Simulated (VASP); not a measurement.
# GaP (F-43m) in VASP: a series of runs

The runs below take GaP through dielectric tensor, band structure, with PBE, LDA.

Program: VASP 6.6.1. These are calculated values, not measurements. Logs are shortened: lines on timing, memory, paths and dates and some standing lists are left out, and cuts for length are marked.

**Experimental background.**

“Stacking defects in GaP nanowires: Electronic structure and optical properties”, 2018, arxiv:1810.01194 quotes, for a bulk crystal of GaP at 10 K: band gap 2.34 eV (indirect).

The runs below are set against these values where they give the same quantity.

**1. The crystal as given**

The structure is cubic, space group F-43m (No. 216). The conventional cell has a = 5.450 Å, b = 5.450 Å, c = 5.450 Å, α = 90.00°, β = 90.00°, γ = 90.00°. Ga (site symmetry -43m) is surrounded by 4 P at 2.36 Å. Around P (site symmetry -43m) lie 4 Ga at 2.36 Å.

The cell is a database's computed one.

**2. Dielectric tensor, PBE**

INCAR

```
SYSTEM = GaP
PREC     = Accurate       ! precision mode
ENCUT    = 450            ! plane-wave cutoff, eV
EDIFF    = 1E-8           ! SCF threshold, eV
ISMEAR   = 0              ! smearing method
SIGMA    = 0.02           ! smearing width, eV
LREAL    = .FALSE.        ! projectors in reciprocal space
LASPH    = .TRUE.         ! aspherical terms in the spheres
NELM     = 120            ! most SCF steps
ALGO     = Normal         ! electronic algorithm
ISIF     = 2              ! what is computed and relaxed
LWAVE    = .FALSE.        ! write WAVECAR
LCHARG   = .FALSE.        ! write CHGCAR
GGA      = PE             ! functional
LEPSILON = .TRUE.         ! dielectric tensor by DFPT
IBRION   = 8              ! ionic algorithm
KPAR     = 2
```

KPOINTS

```
regular mesh
0
G
  10 10 10
  0 0 0
```

POSCAR

```
GaP                                     
1.0
   -0.0000000000      2.7250290627      2.7250290627
    2.7250290627     -0.0000000000      2.7250290627
    2.7250290627      2.7250290627      0.0000000000
  Ga              P             
     1     1
Direct
     1.0000000000000000    1.0000000000000000    1.0000000000000000
     0.7500000000000000    0.7500000000000000    0.7500000000000000
```

Potentials or basis: VASP PAW PBE potentials, release 64 (Ga_d, P).

The run is started by

```
$ cat potpaw_PBE.64/Ga_d/POTCAR potpaw_PBE.64/P/POTCAR > POTCAR
$ mpirun -np 2 vasp_std > vasp.out
```

OUTCAR:

```text
SYSTEM = GaP
   PREC = Accurate
   ENCUT = 450
   EDIFF = 1E-8
   ISMEAR = 0
   LREAL = .FALSE.
   LASPH = .TRUE.
   NELM = 120
   ISIF = 2
   GGA = PE
   LEPSILON = .TRUE.
   IBRION = 8

 ion  position               nearest neighbor table
   1  0.000  0.000  0.000-   2 2.36   2 2.36   2 2.36   2 2.36
   2  0.750  0.750  0.750-   1 2.36   1 2.36   1 2.36   1 2.36

  LATTYP: Found a face centered cubic cell.
 ALAT       =     5.4500581254

  Lattice vectors:

 A1 = (   0.0000000000,   2.7250290627,   2.7250290627)
 A2 = (   2.7250290627,   0.0000000000,   2.7250290627)
 A3 = (   2.7250290627,   2.7250290627,   0.0000000000)

Analysis of symmetry for initial positions (statically):
=====================================================================
 Subroutine PRICEL returns:
 Original cell was already a primitive cell.

 Routine SETGRP: Setting up the symmetry group for a
 face centered cubic supercell.

 Subroutine GETGRP returns: Found 24 space group operations
 (whereof 24 operations were pure point group operations)
 out of a pool of 48 trial point group operations.

The static configuration has the point symmetry T_d .

Analysis of symmetry for dynamics (positions and initial velocities):
=====================================================================
 Subroutine PRICEL returns:
 Original cell was already a primitive cell.

 Routine SETGRP: Setting up the symmetry group for a
 face centered cubic supercell.

 Subroutine GETGRP returns: Found 24 space group operations
 (whereof 24 operations were pure point group operations)
 out of a pool of 48 trial point group operations.

The dynamic configuration has the point symmetry T_d .

 Subroutine INISYM returns: Found 24 space group operations
 (whereof 24 operations are pure point group operations),
 and found     1 'primitive' translations

[... 618 lines left out ...]
     0.00000  7.46428  0.00451

 MACROSCOPIC STATIC DIELECTRIC TENSOR (including local field effects in DFT)
 ------------------------------------------------------
          10.641170     0.000000    -0.000000
           0.000000    10.641170    -0.000000
           0.000000    -0.000000    10.641170
 ------------------------------------------------------

 PIEZOELECTRIC TENSOR (including local field effects)  for field in x, y, z        (e  Angst)
          XX          YY          ZZ          XY          YZ          ZX
  --------------------------------------------------------------------------------
  x     0.00000    -0.00000     0.00000     0.00000     2.02421     0.00000
  y    -0.00000    -0.00000     0.00000     0.00000     0.00000     2.02421
  z    -0.00000     0.00000    -0.00000     2.02421     0.00000     0.00000

 PIEZOELECTRIC TENSOR (including local field effects)  for field in x, y, z        (C/m^2)
          XX          YY          ZZ          XY          YZ          ZX
  --------------------------------------------------------------------------------
  x     0.00000    -0.00000     0.00000     0.00000     0.80135     0.00000
  y    -0.00000    -0.00000     0.00000     0.00000     0.00000     0.80135
  z    -0.00000     0.00000    -0.00000     0.80135     0.00000     0.00000

 BORN EFFECTIVE CHARGES (including local field effects) (in |e|, cummulative output)
 ---------------------------------------------------------------------------------
 ion    1
    1     2.18503     0.00000     0.00000
    2     0.00000     2.18503     0.00000
    3    -0.00000    -0.00000     2.18503
 ion    2
    1    -2.18503     0.00000     0.00000
    2     0.00000    -2.18503     0.00000
    3     0.00000     0.00000    -2.18503

 INTERNAL STRAIN TENSOR FOR ION    2 for displacements in x,y,z  (eV/Angst):
          X           Y           Z          XY          YZ          ZX
  --------------------------------------------------------------------------------
  x    -0.00000     0.00000     0.00000     0.00000     7.46428     0.00000
  y     0.00000    -0.00000     0.00000     0.00000     0.00000     7.46428
  z     0.00000     0.00000    -0.00000     7.46428     0.00000     0.00000

 SECOND DERIVATIVES (NOT SYMMETRIZED)
 ------------------------------------
               1X          1Y          1Z          2X          2Y          2Z
  1X   -10.067382    0.000000    0.000000   10.067382    0.000000    0.000000
  1Y     0.000000  -10.067382    0.000000    0.000000   10.067382    0.000000
  1Z     0.000000    0.000000  -10.067382    0.000000    0.000000   10.067382
  2X    10.022679    0.000000    0.000000  -10.022679    0.000000    0.000000
  2Y     0.000000   10.022679    0.000000    0.000000  -10.022679    0.000000
  2Z     0.000000    0.000000   10.022679    0.000000    0.000000  -10.022679

 Eigenvectors and eigenvalues of the dynamical matrix
 ----------------------------------------------------

   1 f  =   10.694541 THz    67.195784 2PiTHz  356.731497 cm-1    44.229049 meV
             X         Y         Z           dx          dy          dz
      0.000000  0.000000  0.000000     0.000000   -0.376919   -0.408016
      4.087544  4.087544  4.087544     0.000000    0.564249    0.610801
[... 21 lines left out ...]
   6 f/i=    0.010992 THz     0.069062 2PiTHz    0.366639 cm-1     0.045457 meV
             X         Y         Z           dx          dy          dz
      0.000000  0.000000  0.000000    -0.294169   -0.743194    0.229309
      4.087544  4.087544  4.087544    -0.196506   -0.496454    0.153179

--------------------------------------------------------------------------------------------------------

 MACROSCOPIC STATIC DIELECTRIC TENSOR IONIC CONTRIBUTION
 ------------------------------------------------------
           2.125127     0.000000    -0.000000
           0.000000     2.125127    -0.000000
          -0.000000    -0.000000     2.125127
 ------------------------------------------------------

 ELASTIC MODULI CONTR FROM IONIC RELAXATION (kBar)
 Direction    XX          YY          ZZ          XY          YZ          ZX
 --------------------------------------------------------------------------------
 XX          -0.0000     -0.0000     -0.0000     -0.0000     -0.0000     -0.0000
 YY          -0.0000     -0.0000     -0.0000     -0.0000     -0.0000     -0.0000
 ZZ          -0.0000     -0.0000     -0.0000     -0.0000     -0.0000     -0.0000
 XY          -0.0000     -0.0000     -0.0000   -217.8827      0.0000      0.0000
 YZ          -0.0000     -0.0000     -0.0000      0.0000   -217.8827     -0.0000
 ZX          -0.0000     -0.0000     -0.0000      0.0000     -0.0000   -217.8827
 --------------------------------------------------------------------------------

 PIEZOELECTRIC TENSOR IONIC CONTR  for field in x, y, z        (C/m^2)
          XX          YY          ZZ          XY          YZ          ZX
  --------------------------------------------------------------------------------
  x    -0.00000    -0.00000    -0.00000     0.00000    -0.64029    -0.00000
  y    -0.00000    -0.00000    -0.00000     0.00000    -0.00000    -0.64029
  z    -0.00000    -0.00000    -0.00000    -0.64029     0.00000     0.00000
```

OSZICAR:

```text
N       E                     dE             d eps       ncg     rms          rms(c)
DAV:   1     0.739620071105E+02    0.73962E+02   -0.86354E+03  1238   0.184E+03
DAV:   2    -0.390655878415E+01   -0.77869E+02   -0.75455E+02  1322   0.304E+02
DAV:   3    -0.929342200812E+01   -0.53869E+01   -0.53635E+01  1567   0.707E+01
DAV:   4    -0.938410030575E+01   -0.90678E-01   -0.90638E-01  1460   0.100E+01
[... 12 lines left out ...]
RMM:   9    -0.478590199861E-01    0.78630E-06   -0.35549E-08  8957   0.457E-04    0.102E-04
RMM:  10    -0.478587420661E-01    0.27792E-06    0.45304E-09  8549   0.179E-04    0.144E-05
RMM:  11    -0.478588264347E-01   -0.84369E-07    0.35082E-09  8720   0.664E-05    0.723E-06
RMM:  12    -0.478588538230E-01   -0.27388E-07    0.36867E-09  8821   0.272E-05    0.353E-06
RMM:  13    -0.478588474162E-01    0.64067E-08    0.53880E-10  8722   0.107E-05    0.150E-06
 Linear response finished
```

Run time: 4.8 min. Hardware: 2 MPI ranks of Intel Xeon 6975P-C (Granite Rapids), shared host; peak memory 0.3 GiB.

What came out:

```yaml
Band_gap_on_the_k_mesh: 1.60 eV, indirect (least direct gap 1.83 eV)
Electronic_dielectric_tensor_diagonal: 10.64
Born_charges_mean_of_the_diagonal: Ga +2.19; P -2.19 e
Highest_phonon_frequency_at_Γ_LO-TO_splitting_left_out: 357 cm⁻¹
```

Phonon frequencies in cm⁻¹ (negative: imaginary):
| q point | frequencies |
| --- | --- |
| (0.000, 0.000, 0.000) | 0 0 0 357 357 357 |

Electronic dielectric tensor:
```
10.64  0.00  0.00
 0.00 10.64  0.00
 0.00  0.00 10.64
```

Born effective charge tensors (e):
atom 1, Ga
```
2.19 0.00 0.00
0.00 2.19 0.00
0.00 0.00 2.19
```
atom 2, P
```
-2.19  0.00  0.00
 0.00 -2.19  0.00
 0.00  0.00 -2.19
```

**3. Band structure, LDA**

INCAR

```
SYSTEM = GaP
PREC = Accurate ; ENCUT = 450
EDIFF = 1E-6 ; ISMEAR = 0
SIGMA = 0.02 ; LREAL = .False.
LASPH = .True. ; NELM = 120
ALGO = Normal ; ISIF = 2
LWAVE = .False. ; LCHARG = .False.
GGA = CA ; KPAR = 2
```

KPOINTS

```
regular mesh
0
Gamma
  10 10 10
  0 0 0
```

POSCAR is that of step 2.

KPOINTS_OPT

```
path GXWKGLUWLK,UX
20
line-mode
reciprocal
 0.0000000000  0.0000000000  0.0000000000  G
 0.5000000000  0.0000000000  0.5000000000  X

 0.5000000000  0.0000000000  0.5000000000  X
 0.5000000000  0.2500000000  0.7500000000  W

 0.5000000000  0.2500000000  0.7500000000  W
 0.3750000000  0.3750000000  0.7500000000  K

 0.3750000000  0.3750000000  0.7500000000  K
 0.0000000000  0.0000000000  0.0000000000  G

 0.0000000000  0.0000000000  0.0000000000  G
 0.5000000000  0.5000000000  0.5000000000  L

 0.5000000000  0.5000000000  0.5000000000  L
 0.6250000000  0.2500000000  0.6250000000  U

 0.6250000000  0.2500000000  0.6250000000  U
 0.5000000000  0.2500000000  0.7500000000  W

 0.5000000000  0.2500000000  0.7500000000  W
 0.5000000000  0.5000000000  0.5000000000  L

 0.5000000000  0.5000000000  0.5000000000  L
 0.3750000000  0.3750000000  0.7500000000  K

 0.6250000000  0.2500000000  0.6250000000  U
 0.5000000000  0.0000000000  0.5000000000  X
```

Potentials or basis: VASP PAW LDA potentials, release 64 (Ga_d, P).

The run is started by

```
$ cat potpaw_LDA.64/Ga_d/POTCAR potpaw_LDA.64/P/POTCAR > POTCAR
$ mpirun -np 2 vasp_std > vasp.out
```

It took 29 s on 2 MPI ranks of Intel Xeon 6975P-C (Granite Rapids), shared host; peak memory 0.15 GiB.

The run converged. Its results:

```yaml
Free_energy: -10.4423 eV
Pressure: -2.7 GPa
Band_gap_on_the_k_mesh: 1.45 eV, indirect (least direct gap 1.64 eV)
Band_gap_along_the_path: 1.44 eV, indirect (least direct gap 1.64 eV)
```

Levels at the corners of the path, in eV from the valence-band top:
| point | band 5 | band 6 | band 7 | band 8 | band 9 | band 10 | band 11 | band 12 | band 13 |
| --- | --- | --- | --- | --- | --- | --- | --- | --- | --- |
| Γ | -14.61 | -12.51 | 0.00 | 0.00 | 0.00 | 1.64 | 3.79 | 3.79 | 3.79 |
| X | -14.58 | -9.51 | -6.84 | -2.71 | -2.71 | 1.50 | 1.68 | 10.46 | 10.47 |
| X | -14.58 | -9.51 | -6.84 | -2.71 | -2.71 | 1.50 | 1.68 | 10.46 | 10.47 |
| W | -14.60 | -9.41 | -6.63 | -3.62 | -3.48 | 4.59 | 4.78 | 5.97 | 6.02 |
| W | -14.60 | -9.41 | -6.63 | -3.62 | -3.48 | 4.59 | 4.78 | 5.97 | 6.02 |
| K | -14.59 | -9.54 | -6.63 | -3.99 | -2.28 | 2.04 | 4.69 | 8.13 | 8.16 |
| K | -14.59 | -9.54 | -6.63 | -3.99 | -2.28 | 2.04 | 4.69 | 8.13 | 8.16 |
| Γ | -14.61 | -12.51 | 0.00 | 0.00 | 0.00 | 1.64 | 3.79 | 3.79 | 3.79 |
| Γ | -14.61 | -12.51 | 0.00 | 0.00 | 0.00 | 1.64 | 3.79 | 3.79 | 3.79 |
| L | -14.60 | -10.43 | -6.71 | -1.13 | -1.13 | 1.52 | 4.63 | 4.63 | 8.05 |
| L | -14.60 | -10.43 | -6.71 | -1.13 | -1.13 | 1.52 | 4.63 | 4.63 | 8.05 |
| U | -14.59 | -9.54 | -6.63 | -3.99 | -2.28 | 2.04 | 4.69 | 8.13 | 8.16 |
| U | -14.59 | -9.54 | -6.63 | -3.99 | -2.28 | 2.04 | 4.69 | 8.13 | 8.16 |
| W | -14.60 | -9.41 | -6.63 | -3.62 | -3.48 | 4.59 | 4.78 | 5.97 | 6.02 |
| W | -14.60 | -9.41 | -6.63 | -3.62 | -3.48 | 4.59 | 4.78 | 5.97 | 6.02 |
| L | -14.60 | -10.43 | -6.71 | -1.13 | -1.13 | 1.52 | 4.63 | 4.63 | 8.05 |
| L | -14.60 | -10.43 | -6.71 | -1.13 | -1.13 | 1.52 | 4.63 | 4.63 | 8.05 |
| K | -14.59 | -9.54 | -6.63 | -3.99 | -2.28 | 2.04 | 4.69 | 8.13 | 8.16 |
| U | -14.59 | -9.54 | -6.63 | -3.99 | -2.28 | 2.04 | 4.69 | 8.13 | 8.16 |
| X | -14.58 | -9.51 | -6.84 | -2.71 | -2.71 | 1.50 | 1.68 | 10.46 | 10.46 |

**4. Against experiment**

Step 2. A measured gap of GaP is 2.34 eV (indirect; 10 K; quoted in “Stacking defects in GaP nanowires: Electronic structure and optical properties”, 2018, arxiv:1810.01194); the calculated 1.60 eV misses it by -0.74 eV. Spin-orbit coupling on Ga is left out. The value is that of PBE on a finite k mesh, which can miss the band edges, without temperature or zero-point motion. Semilocal functionals fall short of measured gaps as a rule. The cell is a database's relaxed one, not the measured one, which moves gaps too.

Step 3. Against the measured gap of GaP, 2.34 eV (indirect; 10 K; quoted in “Stacking defects in GaP nanowires: Electronic structure and optical properties”, 2018, arxiv:1810.01194), the calculated 1.44 eV is off by -0.90 eV. Spin-orbit coupling on Ga is left out. The value is that of LDA, without temperature or zero-point motion. Semilocal functionals fall short of measured gaps as a rule. The cell is a database's relaxed one, not the measured one, which moves gaps too.
